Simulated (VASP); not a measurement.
Computed with PBE GGA, VASP's PBE PAW potentials (set 64) (plane waves; VASP).

A VASP calculation is set up with these files.

**KPOINTS**
```
Automatic mesh
0
Gamma
8 8 8
0 0 0
```

### INCAR
```
# general
SYSTEM  = GaAs
PREC    = Accurate
ENCUT   = 300
LREAL   = .FALSE.
LASPH   = .TRUE.

# electronic loop
EDIFF   = 1E-6
NELM    = 100
ALGO    = Normal   # blocked Davidson
LMAXMIX = 4

# smearing
ISMEAR  = -1   # Fermi-Dirac
SIGMA   = 0.01   # width (eV)

# functional
GGA     = PE   # PBE

# ions
ISIF    = 2   # forces and stress, cell fixed

# output
LWAVE   = .FALSE.
LCHARG  = .FALSE.
```

**POSCAR**
```
GaAs
1
    0.0000000000     2.8250000000     2.8250000000
    2.8250000000     0.0000000000     2.8250000000
    2.8250000000     2.8250000000     0.0000000000
Ga As
1 1
Direct
  0.0000000000   0.0000000000   0.0000000000
  0.2500000000   0.2500000000   0.2500000000
```

POTCAR, in this order: Ga_d As (PBE.64 set). Program: vasp_std.

Q: What will the output report for the number of irreducible k-points (NKPTS), largest plane-wave count, number of space-group operations, FFT grid (NGX, NGY, NGZ)?

A: 
| Quantity | Result |
|---|---|
| number of irreducible k-points (NKPTS) | 29 |
| largest plane-wave count | 544 |
| number of space-group operations | 24 |
| FFT grid (NGX, NGY, NGZ) | 24 × 24 × 24 |

The structure is a typed GaAs crystal (F-43m). The cell was not relaxed at this level.
